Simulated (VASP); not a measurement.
# MnO2: structure and properties in VASP, part 9 of 9

Wanted: the relaxed cell of MnO2 and its properties. The start is a computed cell from the Materials Project.

VASP 6.6.1, plane waves and PAW; the level of theory is named at each step.

Still holding for the runs below: The magnetic state follows from one typed start and may not be the lowest. Experiment finds antiferromagnetic order in this phase (a transition is listed at 92.7 K, arxiv:2401.02109), so this ferromagnetic run describes another state.

So far. Step 12 (Volume scan with PBE + U, volume scale 1.02): The pressure falls from 0.16 to -4.22 GPa, so it vanishes between these two volumes.

## 13. Volume scan with PBE + U, volume scale 1.04

Level of this step: PBE, DFT+U (Mn d 1 eV), spin-polarised from a ferromagnetic start; plane waves and PAW (Mn_pv, O) (VASP).

INCAR reads:

```
SYSTEM = MnO2
PREC = Accurate
ENCUT = 520
EDIFF = 1E-06
NELM = 100
ISMEAR = 0
SIGMA = 0.05
LREAL = .FALSE.
ALGO = Normal
GGA = PE
NBANDS = 34
ISPIN = 2
MAGMOM = 2.799 2.799 0.054 0.054 0.054 0.054
LDAU = .TRUE.
LDAUTYPE = 2
LDAUL = 2 -1
LDAUU = 1 0
LDAUJ = 0 0
LDAUPRINT = 1
LASPH = .TRUE.
LMAXMIX = 4
LORBIT = 11
LWAVE = .FALSE.
LCHARG = .FALSE.
KPAR = 2
ISIF = 2
```

POSCAR reads:

```
MnO2
1.0
    4.5101489228      0.0000000000      0.0000000000
    0.0000000000      4.5101489228      0.0000000000
    0.0000000000      0.0000000000      2.9335410921
Mn O
2 4
Direct
    0.5000000000      0.5000000000      0.5000000000
    0.0000000000      0.0000000000      0.0000000000
    0.8055697410      0.1944302590      0.5000000000
    0.6944302590      0.6944302590      0.0000000000
    0.1944302590      0.8055697410      0.5000000000
    0.3055697410      0.3055697410      0.0000000000
```

KPOINTS reads:

```
Automatic mesh
0
Gamma
5 5 7
0 0 0
```

PAW data sets: Mn_pv and O (PBE family, release 64).

Launch:

```
$ mpirun -np 2 vasp_std
```

The log of the run:

```text
[... set-up lines as in an earlier step ...]
 entering main loop
       N       E                     dE             d eps       ncg     rms          rms(c)
DAV:   1     0.626165321922E+03    0.62617E+03   -0.27920E+04  3368   0.173E+03
DAV:   2    -0.102709178036E+00   -0.62627E+03   -0.57493E+03  3584   0.505E+02
DAV:   3    -0.609751382657E+02   -0.60872E+02   -0.59394E+02  3504   0.167E+02
DAV:   4    -0.624323403450E+02   -0.14572E+01   -0.14519E+01  3458   0.256E+01
[...]
DAV:  15    -0.462226138216E+02   -0.13146E-04   -0.65918E-05  3486   0.750E-02    0.378E-02
DAV:  16    -0.462226132629E+02    0.55872E-06   -0.10610E-05  3112   0.299E-02    0.189E-02
DAV:  17    -0.462226123537E+02    0.90923E-06   -0.43794E-06  2922   0.222E-02
   1 F= -.46222612E+02 E0= -.46222514E+02  d E =-.196892E-03  mag=     6.0089
```

The job ended after 50 s (2 MPI ranks of AMD EPYC 7R43, shared host; peak memory 0.4 GiB; 97 s of CPU time).

From OUTCAR (step 13):

```text
  Total       -2.7925767     -2.7925767     -3.4713973     -0.0000000      0.0000000      0.0000000
  in kB      -74.9793634    -74.9793634    -93.2053755     -0.0000000      0.0000000      0.0000000
  external PRESSURE =     -81.0547007 kB  Pullay stress =       0.0000000 kB

 POSITION                                       TOTAL-FORCE (eV/Angst)
 -----------------------------------------------------------------------------------
      2.25507      2.25507      1.46677         0.000000      0.000000     -0.000000
      0.00000      0.00000      0.00000         0.000000      0.000000     -0.000000
      3.63324      0.87691      1.46677         0.108656     -0.108656      0.000000
      3.13198      3.13198      0.00000        -0.108656     -0.108656      0.000000
      0.87691      3.63324      1.46677        -0.108656      0.108656     -0.000000
      1.37817      1.37817      0.00000         0.108656      0.108656     -0.000000
 -----------------------------------------------------------------------------------
    total drift:                                0.000000      0.000000      0.000000

  FREE ENERGIE OF THE ION-ELECTRON SYSTEM (eV)
  ---------------------------------------------------
  free  energy   TOTEN  =       -46.2226123537 eV

  energy  without entropy=      -46.2224154618  energy(sigma->0) =      -46.22251391

 magnetization (x)
# of ion       s       p       d       tot
------------------------------------------
    1        0.018   0.026   2.793   2.837
    2        0.018   0.026   2.793   2.837
    3       -0.000   0.038   0.000   0.038
    4       -0.000   0.038   0.000   0.038
    5       -0.000   0.038   0.000   0.038
    6       -0.000   0.038   0.000   0.038
--------------------------------------------------
tot          0.036   0.204   5.585   5.825

[... 1 part as in an earlier step ...]

[... 2 further parts left out ...]
[key lines of the parts left out:]
E-fermi :   4.2844
```

The pressure falls from -4.22 to -8.11 GPa.

The run ends at a pressure of -8.11 GPa, with forces up to 0.15 eV/Å.

## 14. Volume scan with PBE + U, volume scale 1.06

A prediction first. A least-squares parabola for the 6 pressures of evenly scaled cells so far, P = 0.10 -230.7 t +566 t² GPa with t = ln(V/V₁) and V₁ the volume at scale 1, gives -11.42 GPa at t = +0.0583.

INCAR is that of step 13.

Changes to POSCAR since step 13:

```diff
@@ -2,5 +2,5 @@
 1.0
-    4.5101489228      0.0000000000      0.0000000000
-    0.0000000000      4.5101489228      0.0000000000
-    0.0000000000      0.0000000000      2.9335410921
+    4.5388767605      0.0000000000      0.0000000000
+    0.0000000000      4.5388767605      0.0000000000
+    0.0000000000      0.0000000000      2.9522265710
 Mn O
```

KPOINTS is that of step 13.

Launch:

```
$ mpirun -np 2 vasp_std
```

The log of the run:

```text
[... set-up lines as in an earlier step ...]
 entering main loop
       N       E                     dE             d eps       ncg     rms          rms(c)
DAV:   1     0.624103085976E+03    0.62410E+03   -0.27976E+04  3344   0.173E+03
DAV:   2    -0.202509371485E+01   -0.62613E+03   -0.57258E+03  3666   0.502E+02
DAV:   3    -0.612857498597E+02   -0.59261E+02   -0.58216E+02  3408   0.166E+02
DAV:   4    -0.625058068199E+02   -0.12201E+01   -0.12162E+01  3482   0.247E+01
[...]
DAV:  15    -0.461540680359E+02   -0.20836E-04   -0.84385E-05  3656   0.737E-02    0.482E-02
DAV:  16    -0.461540651515E+02    0.28844E-05   -0.19402E-05  3702   0.394E-02    0.198E-02
DAV:  17    -0.461540657340E+02   -0.58246E-06   -0.48593E-06  3116   0.181E-02
   1 F= -.46154066E+02 E0= -.46153888E+02  d E =-.354999E-03  mag=     6.0142
```

The job ended after 47 s (2 MPI ranks; peak memory 0.4 GiB).

From OUTCAR (step 14):

```text
  Total       -4.0654523     -4.0654523     -5.0345454      0.0000000      0.0000000      0.0000000
  in kB     -107.0959352   -107.0959352   -132.6246892      0.0000000      0.0000000      0.0000000
  external PRESSURE =    -115.6055199 kB  Pullay stress =       0.0000000 kB

 POSITION                                       TOTAL-FORCE (eV/Angst)
 -----------------------------------------------------------------------------------
      2.26944      2.26944      1.47611         0.000000     -0.000000      0.000000
      0.00000      0.00000      0.00000         0.000000     -0.000000      0.000000
      3.65638      0.88249      1.47611         0.159227     -0.159227      0.000000
      3.15193      3.15193      0.00000        -0.159227     -0.159227     -0.000000
      0.88249      3.65638      1.47611        -0.159227      0.159227      0.000000
      1.38694      1.38694      0.00000         0.159227      0.159227      0.000000
 -----------------------------------------------------------------------------------
    total drift:                                0.000000      0.000000      0.000000

  FREE ENERGIE OF THE ION-ELECTRON SYSTEM (eV)
  ---------------------------------------------------
  free  energy   TOTEN  =       -46.1540657340 eV

  energy  without entropy=      -46.1537107346  energy(sigma->0) =      -46.15388823

 magnetization (x)
# of ion       s       p       d       tot
------------------------------------------
    1        0.018   0.026   2.815   2.859
    2        0.018   0.026   2.815   2.859
    3       -0.000   0.029   0.000   0.029
    4       -0.000   0.029   0.000   0.029
    5       -0.000   0.029   0.000   0.029
    6       -0.000   0.029   0.000   0.029
--------------------------------------------------
tot          0.037   0.167   5.630   5.834

[... 1 part as in an earlier step ...]

[... 2 further parts left out ...]
[key lines of the parts left out:]
E-fermi :   4.0510
```

The pressure falls from -8.11 to -11.56 GPa. The parabola predicted -11.42 GPa, +0.14 GPa off.

## 15. The series together

Times are for 2 MPI ranks of AMD EPYC 7R43, shared host. Results by setting:

```tsv
no.	volume scale	energy above the lowest point (meV/atom)	pressure (GPa)	time	memory (GiB)
1	0.94	29.61	16.57	38 s	0.37
2	0.96	13.06	10.43	42 s	0.38
3	0.98	3.43	4.937	44 s	0.4
4	1	0	0.1609	48 s	0.4
5	1.02	2.11	-4.221	48 s	0.4
6	1.04	9.16	-8.105	50 s	0.4
7	1.06	20.6	-11.56	47 s	0.4
```

## 16. Fit for PBE + U

This step: Birch-Murnaghan fit, PBE, DFT+U (Mn d 1 eV); plane waves and PAW (VASP 6.6.1).

No new run; the numbers come from the runs before.

Numbers from this step:

```yaml
pressure_derivative_of_the_bulk_modulus: 4.678
r_m_s_error_of_the_fit: 6.02e-6 eV/atom
minimum_inside_the_sampled_range: yes
bulk_modulus: 229.2 GPa
equilibrium_volume_of_the_fit: 9.582 Å³/atom
```

Energy above the fitted minimum against volume:

```tsv
volume (Å³/atom)	energy above the fitted minimum (eV/atom)
8.989	0.0296
9.180	0.0131
9.372	0.00345
9.563	2.1e-5
9.754	0.00213
9.945	0.00918
10.137	0.0206
```

The fit over cells of fixed shape and fractional positions puts the volume +0.20 % from the relaxed one. At a finite cutoff and mesh the minimum of the energy and the zero of the stress don't quite coincide, and the relaxation stops at a threshold. The atoms bear forces along the scan, since they were held; freeing them would lower the modulus.

## 17. Results

| Property | Result |
| --- | --- |
| relaxed volume | 9.563 Å³/atom |
| relaxed conventional cell a, b, c | 4.452, 4.452, 2.895 Å |
| space group after relaxing, within 0.02 Å | P4_2/mnm (No. 136) |
| moment of the cell (7×7×10 mesh) | 6.00 μB |
| largest site moment (7×7×10 mesh) | 2.80 μB on Mn1 |
| band gap | none; bands overlap by 0.14 eV |
| DOS at the Fermi level | 0.0694 states/eV/cell |
| bulk modulus from the fit | 229 GPa |
| volume from the fit | 9.58 Å³/atom |

**Reading.** With PBE + U, MnO2 relaxes to 9.563 Å³/atom in space group P4_2/mnm, has bands that overlap by only 0.14 eV (a semimetal, or a small gap that this level closes), keeps moments of up to 2.80 μB (7×7×10 mesh) and has a bulk modulus of 229 GPa at fixed shape and positions, an upper bound. Not obtained: band structure (TB-mBJ + U), because the run did not converge. Band structure (PBE + U), spin up: Of the bands kept, 1 crosses the Fermi level on this path. Band structure (PBE + U), spin down: The path shows a direct gap of 0.74 eV (valence top at Γ, conduction bottom at Γ). Semilocal functionals usually underestimate gaps. Only the typed magnetic starts were tried, so the magnetic ground state may differ and with it the other results. Only ferromagnetic starts were used, while the crystal orders antiferromagnetically, so what depends on the order belongs to another state. No search among competing phases was made, and a listed structure need not be the one stable at ambient conditions. All values are for a static lattice at zero temperature.

Comparison with the measured values:

```
                                            quantity  measured      PBE, DFT+U
moment of Mn (spin part, within the PAW sphere) (μB)      2.34  2.80 (+19.5 %)
```

Measured values from arxiv:2401.02109 (2024).

**Verdict.** The moment of Mn is off by +19.5 %.

[Lines on the potential files, build, host, timing and source positions are cut from VASP's logs without a mark.]

[Logs are printed without paths, hosts, clocks, repeated set-up lines and the standing remarks that a program may print on its own settings, such as how far it seeks lower states.]

[Hosts, paths, dates, database ids (printed as entryN), source tags and the programs' standing remarks are cut or masked in the printed files.]

[A measured line is paired with the nearest computed mode of its activity, which favours agreement.]

[In band tables of VASP the shares of atoms and orbitals are scaled to a sum of 1 inside the atoms' spheres.]
